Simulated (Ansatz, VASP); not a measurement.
# SbPt14 (Pt(110)-(1x3)-Sb surface alloy) in two plane-wave programs, part 2 of 2

Aim: how closely do two programs agree when they are given the same cell, functional and k mesh? The cell is taken from a series of runs on this material, whose earlier steps may have relaxed, scaled, displaced or heated it; both programs get it as it stands.

VASP 6.6.1 and Ansatz 0.2.0.

So far: The starting structure; Ansatz: single point, RPBE.

## 3. VASP: single point, RPBE

Level of this step: RPBE; plane waves and PAW (Pt, Sb) (VASP).

The same cell, functional, mesh and smearing now go to VASP, with its own data sets.

Lines of VASP's logs that name or quote its potential files are left out, and so is its time.

INCAR reads:

```
SYSTEM = SbPt14
PREC = Accurate
ENCUT = 400
EDIFF = 1E-06
NELM = 120
ISMEAR = -1
SIGMA = 0.05
LREAL = .FALSE.
ALGO = Normal
GGA = RP
NBANDS = 89
LASPH = .TRUE.
LORBIT = 11
LWAVE = .FALSE.
LCHARG = .FALSE.
ISIF = 2
LDIPOL = .TRUE.
IDIPOL = 3
DIPOL = 0.5 0.5 0.494
LVHAR = .TRUE.
GGA_COMPAT = .FALSE.
NELMDL = -8
KPAR = 4
```

POSCAR reads:

```
SbPt14
1.0
   11.7600000000      0.0000000000      0.0000000000
    0.0000000000      2.7718585823      0.0000000000
    0.0000000000      0.0000000000     22.8917171645
Pt Sb
14 1
Direct
    0.0000000017      0.0000000000      0.3713133418
    0.3333333317      0.0000000000      0.3713133418
    0.6666666667      0.0000000000      0.3713133418
    0.1666666667      0.5000000000      0.4318561696
    0.5000000017      0.5000000000      0.4318561696
    0.8333333317      0.5000000000      0.4318561696
    0.9982642980      0.0000000000      0.4919512235
    0.3350690354      0.0000000000      0.4919512235
    0.6666666667      0.0000000000      0.4941661920
    0.1666666667      0.5000000000      0.5575542028
    0.5097161674      0.5000000000      0.5617050003
    0.8236171660      0.5000000000      0.5617050003
    0.9975203614      0.0000000000      0.6088838456
    0.3358129720      0.0000000000      0.6088838456
    0.6666666667      0.0000000000      0.6263945343
```

KPOINTS reads:

```
Automatic mesh
0
Gamma
6 22 1
0 0 0
```

PAW data sets: Pt and Sb (PBE family, release 64).

Launch:

```console
> mpirun -np 4 vasp_std
```

Numbers of over 12 decimals in the logs are rounded to 6 here.

The log of the run:

```text
[banner, memory and clock lines left out]
running    4 mpi-ranks, on    1 nodes
 distrk:  each k-point on    1 cores,    4 groups
 distr:  one band on    1 cores,    1 groups

 POSCAR found type information on POSCAR PtSb
 POSCAR found :  2 types and      15 ions
|                                                                             |
|               ----> ADVICE to this user running VASP <----                  |
|                                                                             |
|     You enforced a specific xc type in the INCAR file but a different       |
|     [... a line on the potential file left out ...]
|     I HOPE YOU KNOW WHAT YOU ARE DOING!                                     |
|                                                                             |

 LDA part: xc-table for (Slater+PW92), standard interpolation
 POSCAR, INCAR and KPOINTS ok, starting setup
 FFT: planning ... GRIDC
 FFT: planning ... GRID_SOFT
 FFT: planning ... GRID
 WAVECAR not read
 entering main loop
       N       E                     dE             d eps       ncg     rms          rms(c)
DAV:   1     0.930016261418E+03    0.93002E+03   -0.52260E+04  8616   0.109E+03
DAV:   2     0.174285970468E+01   -0.92827E+03   -0.85803E+03 10692   0.245E+02
DAV:   3    -0.756699860422E+02   -0.77413E+02   -0.70457E+02 10413   0.675E+01
DAV:   4    -0.792470021275E+02   -0.35770E+01   -0.33299E+01 11390   0.130E+01
DAV:   5    -0.793471853974E+02   -0.10018E+00   -0.98325E-01 10864   0.218E+00
DAV:   6    -0.793501472674E+02   -0.29619E-02   -0.29573E-02 11344   0.390E-01
DAV:   7    -0.793502471595E+02   -0.99892E-04   -0.99864E-04 11144   0.685E-02
DAV:   8    -0.793502508028E+02   -0.36434E-05   -0.36431E-05 10552   0.122E-02    0.378E+01
DAV:   9    -0.784446559966E+02    0.90559E+00   -0.15332E+01  9713   0.196E+01    0.308E+01
DAV:  10    -0.113325533832E+03   -0.34881E+02   -0.94091E+01 11677   0.618E+01    0.455E+01
DAV:  11    -0.934796888177E+02    0.19846E+02   -0.97521E+01 11342   0.450E+01    0.339E+01
DAV:  12    -0.814570239882E+02    0.12023E+02   -0.29474E+01  9552   0.286E+01    0.193E+01
DAV:  13    -0.790155050499E+02    0.24415E+01   -0.23581E+01  9561   0.230E+01    0.159E+01
DAV:  14    -0.754945503368E+02    0.35210E+01   -0.70278E+00  9491   0.156E+01    0.746E+00
[...]
DAV:  34    -0.749905495933E+02   -0.82691E-05   -0.88022E-07  6003   0.326E-03    0.158E-03
DAV:  35    -0.749905572370E+02   -0.76436E-05   -0.50401E-07  5740   0.251E-03    0.229E-03
DAV:  36    -0.749905628309E+02   -0.55940E-05   -0.38266E-07  5632   0.188E-03    0.282E-03
DAV:  37    -0.749905660838E+02   -0.32529E-05   -0.25663E-07  5362   0.218E-03    0.134E-03
DAV:  38    -0.749905688350E+02   -0.27512E-05   -0.18630E-07  5336   0.129E-03    0.455E-04
DAV:  39    -0.749905707538E+02   -0.19188E-05   -0.61014E-08  5119   0.589E-04    0.608E-04
DAV:  40    -0.749905718788E+02   -0.11250E-05   -0.47627E-08  5047   0.549E-04    0.512E-04
DAV:  41    -0.749905725579E+02   -0.67909E-06   -0.34384E-08  5039   0.349E-04
   1 F= -.74990573E+02 E0= -.74879094E+02  d E =-.222958E+00
```

From OUTCAR (step 3):

```text
ion  position               nearest neighbor table
   1  0.000  0.000  0.371-   7 2.76   4 2.77   4 2.77   6 2.77   6 2.77
   2  0.333  0.000  0.371-   8 2.76   4 2.77   4 2.77   5 2.77   5 2.77
   3  0.667  0.000  0.371-   6 2.77   6 2.77   5 2.77   5 2.77   9 2.81
   4  0.167  0.500  0.432-   2 2.77   2 2.77   1 2.77   1 2.77   8 2.78   8 2.78   7 2.78   7 2.78
                            10 2.88
   5  0.500  0.500  0.432-   8 2.75   8 2.75   3 2.77   3 2.77   2 2.77   2 2.77   9 2.79   9 2.79
                            11 2.97
   6  0.833  0.500  0.432-   7 2.75   7 2.75   3 2.77   3 2.77   1 2.77   1 2.77   9 2.79   9 2.79
                            12 2.97
   7  0.998  0.000  0.492-  13 2.68   6 2.75   6 2.75   1 2.76   4 2.78   4 2.78  10 2.85  10 2.85
                            12 2.95  12 2.95
   8  0.335  0.000  0.492-  14 2.68   5 2.75   5 2.75   2 2.76   4 2.78   4 2.78  10 2.85  10 2.85
                            11 2.95  11 2.95
   9  0.667  0.000  0.494-  12 2.78  12 2.78  11 2.78  11 2.78   6 2.79   6 2.79   5 2.79   5 2.79
                             3 2.81  15 3.03
  10  0.167  0.500  0.558-  14 2.69  14 2.69  13 2.69  13 2.69   8 2.85   8 2.85   7 2.85   7 2.85
                             4 2.88
  11  0.510  0.500  0.562-  14 2.70  14 2.70  15 2.74  15 2.74   9 2.78   9 2.78   8 2.95   8 2.95
                             5 2.97
  12  0.824  0.500  0.562-  13 2.70  13 2.70  15 2.74  15 2.74   9 2.78   9 2.78   7 2.95   7 2.95
                             6 2.97
  13  0.998  0.000  0.609-   7 2.68  10 2.69  10 2.69  12 2.70  12 2.70
  14  0.336  0.000  0.609-   8 2.68  10 2.69  10 2.69  11 2.70  11 2.70
  15  0.667  0.000  0.626-  12 2.74  12 2.74  11 2.74  11 2.74   9 3.03

  LATTYP: Found a simple orthorhombic cell.
 ALAT       =     2.7718585823
 B/A-ratio  =     4.2426406870
 C/A-ratio  =     8.2586165509

 Subroutine GETGRP returns: Found  4 space group operations
 (whereof  2 operations were pure point group operations)

The static configuration has the point symmetry C_1h.
 The point group associated with its full space group is C_2v.

 Found     48 irreducible k-points:

   k-points           NKPTS =     48   k-points in BZ     NKDIM =     48   number of bands    NBANDS=     89

   dimension x,y,z NGX =    80 NGY =   18 NGZ =  150
   dimension x,y,z NGXF=   160 NGYF=   36 NGZF=  300

   ENCUT  =  400.0 eV  29.40 Ry    5.42 a.u.  19.18  4.52 37.33*2*pi/ulx,y,z

   NELECT =     145.0000    total number of electrons

 k-points in reciprocal lattice and weights: Automatic mesh
   0.00000000  0.00000000  0.00000000       0.008
   0.16666667  0.00000000  0.00000000       0.015
   0.33333333  0.00000000  0.00000000       0.015
   0.50000000  0.00000000  0.00000000       0.008
   0.00000000  0.04545455  0.00000000       0.015
   0.16666667  0.04545455  0.00000000       0.030
   0.33333333  0.04545455  0.00000000       0.030
   0.50000000  0.04545455  0.00000000       0.015
   0.00000000  0.09090909  0.00000000       0.015
[...]
0.33333333  0.50000000  0.00000000       0.015
   0.50000000  0.50000000  0.00000000       0.008

 dipolmoment           0.000000      0.000000     -0.098925 electrons x Angstroem

 average (electrostatic) potential at core
       1 -73.2043       2 -73.2043       3 -73.0848       4 -73.7797       5 -73.8803
       6 -73.8803       7 -74.0154       8 -74.0154       9 -74.0246      10 -73.8833
      11 -73.9702      12 -73.9702      13 -73.4254      14 -73.4254      15 -93.2340

 E-fermi :   0.1782

 k-point     1 :       0.0000    0.0000    0.0000
  band No.  band energies     occupation
    ...
     73       0.1073      1.60990
     74       0.1142      1.56490
     75       0.1625      1.15522
     76       0.1664      1.11711
     77       0.2284      0.53627
     78       0.2741      0.25585
     79       0.2885      0.19840
     80       0.3145      0.12282
     81       0.4509      0.00851
     82       0.6295      0.00024
    ...

 k-point     2 :       0.1667    0.0000    0.0000
  band No.  band energies     occupation
    ...
     72      -0.0116      1.95601
     73       0.0598      1.82872
     74       0.1442      1.32746
     75       0.1625      1.15491
     76       0.2021      0.76488
     77       0.2556      0.35063
     78       0.3032      0.15170
     79       0.3692      0.04290
     80       0.4475      0.00911
     81       0.4492      0.00881
    ...

 k-point     3 :       0.3333    0.0000    0.0000
  band No.  band energies     occupation
    ...
     72      -0.0499      1.97931
     73       0.0099      1.93321
     74       0.1537      1.23947
     75       0.1553      1.22467
     76       0.2066      0.72311
     77       0.2715      0.26802
     78       0.3437      0.07043
     79       0.3983      0.02417
     80       0.4634      0.00664
     81       0.5505      0.00117
    ...

  Total        4.9395204      4.1612419      4.4752303      0.0000000      0.0000000      0.0000000
  in kB       10.6056820      8.9346344      9.6088011      0.0000000      0.0000000      0.0000000
  external PRESSURE =       9.7163725 kB  Pullay stress =       0.0000000 kB

  energy-cutoff  :      400.00
  volume of cell :      746.20
      direct lattice vectors                 reciprocal lattice vectors
    11.760000000  0.000000000  0.000000000     0.085034014  0.000000000  0.000000000
     0.000000000  2.771858582  0.000000000     0.000000000  0.360768766  0.000000000
     0.000000000  0.000000000 22.891717165     0.000000000  0.000000000  0.043683923

 POSITION                                       TOTAL-FORCE (eV/Angst)
 -----------------------------------------------------------------------------------
      0.00000      0.00000      8.50000         0.032787      0.000000      0.445134
      3.92000      0.00000      8.50000        -0.032787      0.000000      0.445134
      7.84000      0.00000      8.50000        -0.000000      0.000000      0.151841
      1.96000      1.38593      9.88593        -0.000000      0.000000     -1.158000
      5.88000      1.38593      9.88593         0.356332      0.000000     -0.781665
      9.80000      1.38593      9.88593        -0.356332      0.000000     -0.781665
     11.73959      0.00000     11.26161        -0.006669      0.000000      0.034798
      3.94041      0.00000     11.26161         0.006669      0.000000      0.034798
      7.84000      0.00000     11.31231        -0.000000      0.000000      0.029675
      1.96000      1.38593     12.76337        -0.000000      0.000000      0.114239
      5.99426      1.38593     12.85839         0.039085      0.000000      0.194844
      9.68574      1.38593     12.85839        -0.039085      0.000000      0.194844
     11.73084      0.00000     13.93840         0.000060      0.000000      0.367458
      3.94916      0.00000     13.93840        -0.000060      0.000000      0.367458
      7.84000      0.00000     14.33925        -0.000000      0.000000      0.341109
 -----------------------------------------------------------------------------------
    total drift:                                0.000077     -0.000000      0.000178

  FREE ENERGIE OF THE ION-ELECTRON SYSTEM (eV)
  ---------------------------------------------------
  free  energy   TOTEN  =       -74.9905725579 eV

  energy  without entropy=      -74.7676150352  energy(sigma->0) =      -74.87909380

 vacuum level on the upper side and lower side of the slab         4.711         5.260

 total charge
# of ion       s       p       d       tot
------------------------------------------
    1        0.609   0.355   8.074   9.039
    2        0.609   0.355   8.074   9.039
    3        0.606   0.348   8.081   9.036
    4        0.620   0.548   8.021   9.190
    5        0.629   0.553   8.001   9.183
    6        0.629   0.553   8.001   9.183
    7        0.629   0.573   8.024   9.226
    8        0.629   0.573   8.024   9.226
    9        0.629   0.586   8.041   9.256
   10        0.643   0.563   8.021   9.228
   11        0.645   0.569   8.099   9.313
   12        0.645   0.569   8.099   9.313
   13        0.645   0.422   8.084   9.151
   14        0.645   0.422   8.084   9.151
   15        1.194   1.131   0.083   2.408
--------------------------------------------------
tot         10.008   8.120 112.812 130.941

[... 3 further parts left out ...]
```

## 4. Differences

Known differences besides the potentials themselves: the data sets hold 267 valence electrons in Ansatz (on its default PAW (the set named soft_2) files) and 145 in VASP; the cutoff is 420 eV in Ansatz and 400 eV in VASP; Ansatz makes its cores anew for this functional, VASP keeps those of its PBE data sets. Total energies have different zeros and are not compared.

Compared:

| quantity | Ansatz | VASP | difference |
| --- | --- | --- | --- |
| work function, lower of the two faces (eV) | 4.53 | 4.53 | 0.00 |
| work function, higher of the two faces (eV) | 5.08 | 5.08 | 0.00 |

With vacuum in the cell, a pressure given here is an average over mostly empty space and none of the material.

## 5. Outcome

```yaml
difference_in_work_function_higher_of_the_two_faces_single_point_rpbe: 8.3e-4 eV
```

What this shows: The difference in work function, higher of the two faces is 8.3e-4 eV (single point, RPBE). The data sets hold unlike numbers of valence electrons (267 in Ansatz and 145 in VASP), so part of the differences comes from the potentials. Such differences can come from data sets, numerical settings and the points named under the comparisons, not from the functional's error against experiment.

[Lines on the potential files, build, host, timing and source positions are cut from VASP's logs without a mark.]

[Logs are printed without paths, hosts, clocks, repeated set-up lines and the standing remarks that a program may print on its own settings, such as how far it seeks lower states.]

[Hosts, paths, dates, database ids (printed as entryN), source tags and the programs' standing remarks are cut or masked in the printed files.]
